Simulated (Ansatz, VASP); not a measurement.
Given: the input of a run of VASP 6.6.1 on RuAu.

INCAR

```
SYSTEM = RuAu
PREC = Accurate ; ENCUT = 520
EDIFF = 1E-6 ; ISMEAR = -1
SIGMA = 0.05 ; LREAL = .FALSE.
LASPH = .TRUE. ; NELM = 60
ALGO = Normal ; ISIF = 2
LWAVE = .FALSE. ; LCHARG = .FALSE.
GGA = PE ; NBANDS = 20
```

KPOINTS

```
regular mesh
0
G
  8 8 8
  0 0 0
```

The input POSCAR:

```
RuAu
1.0
    3.1648100000      0.0000000000      0.0000000000
    0.0000000000      3.1648100000      0.0000000000
    0.0000000000      0.0000000000      3.1648100000
Ru Au
1 1
Direct
    0.0000000000      0.0000000000      0.0000000000
    0.5000000000      0.5000000000      0.5000000000
```

Potentials or basis: VASP PAW PBE potentials, release 64 (Ru_pv, Au).

Run with:

```bash
$ cat potpaw_PBE.64/Ru_pv/POTCAR potpaw_PBE.64/Au/POTCAR > POTCAR
$ mpirun -np 1 vasp_std > vasp.out
```

**Question.** Translate it to Ansatz 0.2.0. Potentials there: Ansatz PAW.

**Answer.** As run (the cutoff follows the program's own potentials):

The input input.yaml:

```yaml
crystal:
  lattice:
    - [3.16481, 0.0, 0.0]
    - [0.0, 3.16481, 0.0]
    - [0.0, 0.0, 3.16481]
  atoms:
    - { symbol: Ru, position: [0.0, 0.0, 0.0] }
    - { symbol: Au, position: [0.5, 0.5, 0.5] }
hamiltonian:
  xc: pbe
  pseudopotentials: { kind: paw }
kpoints:
  mp_grid: { grid: [8, 8, 8] }
scf:
  occupations: { method: fermi_dirac, width: 0.05 }
output:
  forces: true
  stress: true
  eigenvalues: true
```

Potentials or basis: Ansatz PAW.

The run is started by

```bash
$ ansatz run input.yaml --threads 1 --pin off --max-ram 3584MiB --backend cpu --events-out ev --progress --plain --runs-dir out
```

Both were run:

|  | VASP | Ansatz | Ansatz less VASP |
| --- | --- | --- | --- |
| gap on the k mesh at the Fermi level (eV) | none | none | - |
| pressure (GPa) | 0.1 | 0.4 | +0.30 |

A gap of «none» marks a metal or a gap that the smearing closes. The two sets of potentials don't hold the same shells in valence.

The runs have no spin-orbit coupling, so splittings on Au are missing.
